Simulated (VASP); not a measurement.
The system is CeNiAsO.

```
Ce As Ni O
1.0
     4.01454    0.00000    0.00000
     0.00000    4.01454    0.00000
     0.00000    0.00000    7.90723
Ce As Ni O
2 2 2 2
Direct
  0.50000 0.00000 0.15474
  0.00000 0.50000 0.84526
  0.50000 0.00000 0.64863
  0.00000 0.50000 0.35137
  0.50000 0.50000 0.50000
  0.00000 0.00000 0.50000
  0.50000 0.50000 0.00000
  0.00000 0.00000 0.00000
```

The cell is a database's computed one.

```yaml
Program: VASP 6.6.1
Task: relaxation of cell and atoms
Functional: LDA
Potentials_or_basis: VASP PAW LDA potentials, release 64 (Ce, As, Ni, O)
Cutoff: 600 eV
k_mesh: 5 × 5 × 3
Occupations: fermi-dirac, width 0.05 eV
Spin: collinear spin, ferromagnetic start
Starting_moments: "[1.0, 1.0, 0.0, 0.0, 1.0, 1.0, 0.0, 0.0] μB"
```

At the start: pressure -7.9 GPa; volume 15.93 Å³/atom.

Q: Where does the relaxation end?

A: Over 19 steps the energy falls by 26.2 meV/atom and the volume is 14.92 Å³/atom (-6.3 %); space group P4/nmm (No. 129, to 0.05 Å); moment 0.00 μB per cell.

Step by step:
| step | energy change (eV) | largest force (eV/Å) | pressure (GPa) | volume (Å³) |
| --- | --- | --- | --- | --- |
| 1 | 0.0000 | 0.5024 | -7.92 | 127.44 |
| 2 | 0.1000 | 1.3515 | 11.87 | 113.46 |
| 3 | -0.1788 | 0.4929 | -0.31 | 120.93 |
| 4 | -0.1788 | 0.5036 | -0.12 | 120.80 |
| 5 | -0.2002 | 0.2966 | -0.05 | 120.05 |
| 6 | -0.2084 | 0.1095 | 0.37 | 119.07 |
| 7 | -0.2087 | 0.0778 | 0.62 | 119.24 |
| 8 | -0.2083 | 0.1096 | 0.31 | 119.39 |
| 9 | -0.2086 | 0.0841 | 0.10 | 119.30 |
| 10 | -0.2093 | 0.0370 | -0.04 | 119.50 |
| 11 | -0.2093 | 0.0204 | -0.06 | 119.58 |
| 12 | -0.2093 | 0.0172 | -0.20 | 119.59 |
| 13 | -0.2093 | 0.0207 | -0.16 | 119.58 |
| 14 | -0.2094 | 0.0422 | 0.08 | 119.35 |
| 15 | -0.2095 | 0.0306 | 0.11 | 119.42 |
| 16 | -0.2095 | 0.0238 | 0.05 | 119.46 |
| 17 | -0.2096 | 0.0021 | -0.23 | 119.45 |
| 18 | -0.2096 | 0.0035 | -0.10 | 119.45 |
| 19 | -0.2096 | 0.0064 | 0.05 | 119.35 |

Final structure:
```xyz
8
Lattice="3.9215 0.0000 0.0000 0.0000 3.9215 0.0000 0.0000 0.0000 7.7614" Properties=species:S:1:pos:R:3 pbc="T T T"
Ce    1.9607    0.0000    1.2067
Ce    0.0000    1.9607    6.5548
As    1.9607    0.0000    5.0859
As    0.0000    1.9607    2.6755
Ni    1.9607    1.9607    3.8807
Ni    0.0000    0.0000    3.8807
O     1.9607    1.9607    7.7614
O     0.0000    3.9215    7.7614
```

Caveat: the magnetic or orbital state may not be the lowest; without U or exact exchange the open f shell lies at the Fermi level, which spoils levels, moments and volumes.
